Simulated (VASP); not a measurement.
Here is the system:

```
CrO2
1.0
    4.39745     0.00000     0.00000
    0.00000     4.39745     0.00000
    0.00000     0.00000     2.91414
Cr O
2 4
Direct
  0.00000   0.00000   0.00000
  0.50000   0.50000   0.50000
  0.30258   0.30258   0.00000
  0.80258   0.19742   0.50000
  0.19742   0.80258   0.50000
  0.69742   0.69742   0.00000
```
Starting moments (μB, in the order of the record's atoms Cr Cr O O O O): 2.3 2.3 -0.1 -0.1 -0.1 -0.1.

All values below come from r2SCAN+rVV10, VASP's PBE PAW potentials (set 64) (plane waves; VASP). Run with 520 eV cut-off, 8×8×12 Γ-centred mesh, tetrahedra with Blöchl corrections, potentials Cr_pv O.

**Question.** What does the run give for the cell moment, energy per atom (σ→0), band gap (over mesh and band path) with the smallest direct gap where there is one?

**Answer.** 
```yaml
band gap (over mesh and band path): none (metal, semimetal or under 0.01 eV)
cell_moment: 4.00 μB
energy per atom (σ→0): -10.989 eV/atom
```

**Question.** Give the moment on each site (PAW-sphere projection).

**Answer.** 
```csv
site,moment (μB)
Cr1,2.35
Cr2,2.35
O3,-0.12
O4,-0.12
O5,-0.12
O6,-0.12
```

Total energies compare only between runs with the same potentials, cut-off and functional.

The compound is CrO2 in the rutile structure. It was relaxed first.
